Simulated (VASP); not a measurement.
Input:

```yaml
crystal:
  lattice:
    - [7.28148, 0.00000, 0.00000]
    - [-3.64074, 6.30595, 0.00000]
    - [0.00000, 0.00000, 3.07417]
  atoms:
    - { symbol: Ti, position: [0.41893, 0.00000, 0.50000] }
    - { symbol: Ti, position: [0.58107, 0.58107, 0.50000] }
    - { symbol: Ti, position: [0.00000, 0.41894, 0.50000] }
    - { symbol: In, position: [0.76327, 0.00000, 0.00000] }
    - { symbol: In, position: [0.23672, 0.23672, 0.00000] }
    - { symbol: In, position: [0.00000, 0.76328, 0.00000] }
    - { symbol: Rh, position: [0.33333, 0.66667, 0.00000] }
    - { symbol: Rh, position: [0.66667, 0.33333, 0.00000] }
```

Computed with PBEsol GGA, VASP's PBE PAW potentials (set 64) (plane waves; VASP). Numerical set-up: 300 eV cut-off, 3×3×6 Γ-centred mesh, Fermi-Dirac smearing of 0.10 eV, potentials Ti_sv In_d Rh_pv.

**Question.** Give the energies of bands 48 to 61 at the high-symmetry points, in eV from the Fermi level.

**Answer.** 
| band | Γ | M | K | A | L | H |
|---|---|---|---|---|---|---|
| 48 | -2.07 | -1.58 | -1.65 | -1.10 | -1.56 | -1.93 |
| 49 | -1.82 | -1.49 | -1.65 | -1.10 | -1.35 | -1.93 |
| 50 | -1.82 | -0.88 | -0.97 | -0.88 | -0.70 | -0.44 |
| 51 | -0.33 | -0.67 | -0.97 | -0.55 | -0.61 | -0.44 |
| 52 | -0.07 | -0.49 | -0.36 | -0.55 | -0.52 | -0.20 |
| 53 | -0.07 | -0.02 | 0.20 | -0.02 | -0.34 | -0.11 |
| 54 | 0.25 | 0.32 | 0.42 | 0.02 | 0.01 | -0.11 |
| 55 | 0.25 | 0.51 | 0.42 | 0.32 | 0.30 | 0.07 |
| 56 | 0.81 | 1.08 | 1.23 | 0.87 | 0.94 | 0.74 |
| 57 | 1.05 | 1.13 | 1.23 | 0.87 | 1.02 | 0.74 |
| 58 | 1.05 | 1.29 | 1.26 | 1.63 | 1.09 | 1.07 |
| 59 | 1.38 | 1.34 | 1.26 | 1.63 | 1.21 | 1.32 |
| 60 | 1.38 | 1.37 | 1.33 | 1.78 | 1.30 | 1.38 |
| 61 | 1.41 | 1.60 | 1.69 | 1.84 | 1.73 | 1.38 |

It has no gap at this level: it comes out as a metal or semimetal.

The structure comes from a computed database's Ti3In3Rh2 entry; how it stands against other phases isn't given here. The cell was not relaxed at this level. The k-mesh is coarse (spacing up to 0.34 per Å, 2π included), so the numbers may not be converged in it. The electron count is odd and the run is not spin-polarised, which forces a metal.
